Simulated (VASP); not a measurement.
Input of a VASP 6.6.1 run:

File INCAR:

```
PREC = Accurate
ENCUT = 600
EDIFF = 1E-7
ISMEAR = 0
SIGMA = 0.03
LREAL = F
LASPH = T
NELM = 80
ALGO = Normal
ISIF = 3
LWAVE = F
LCHARG = F
GGA = PS
IBRION = 2
NSW = 90
EDIFFG = -0.005
PSTRESS = 226.0
```

KPOINTS

```
Automatic mesh
0
Gamma
  12 12 12
```

Contents of POSCAR:

```
MgO                                     
1.0
    0.0000000000      2.0272452164      2.0272452164
    2.0272452164     -0.0000000000      2.0272452164
    2.0272452164      2.0272452164      0.0000000000
  Mg              O             
     1     1
Direct
     0.0000000000000000    0.0000000000000000    0.0000000000000000
     0.5000000000000000    0.5000000000000000    0.5000000000000000
```

Potentials or basis: VASP PAW PBE potentials, release 64 (Mg, O).

The run is started by

```console
$ cat potpaw_PBE.64/Mg/POTCAR potpaw_PBE.64/O/POTCAR > POTCAR
$ mpirun -np 1 vasp_std > vasp.out
```

Q: Estimate the band gap on the k mesh.

A: 5.82 eV, direct.

Final structure:
```
Mg O
1.0
     0.00000    2.02725    2.02725
     2.02725    0.00000    2.02725
     2.02725    2.02725    0.00000
Mg O
1 1
Direct
  0.00000 0.00000 0.00000
  0.50000 0.50000 0.50000
```

Caveat: the relaxation stopped at its first step, so nothing moved; the cell is relaxed towards a set pressure, so the enthalpy falls and the energy may rise. A k mesh can miss the band edges.
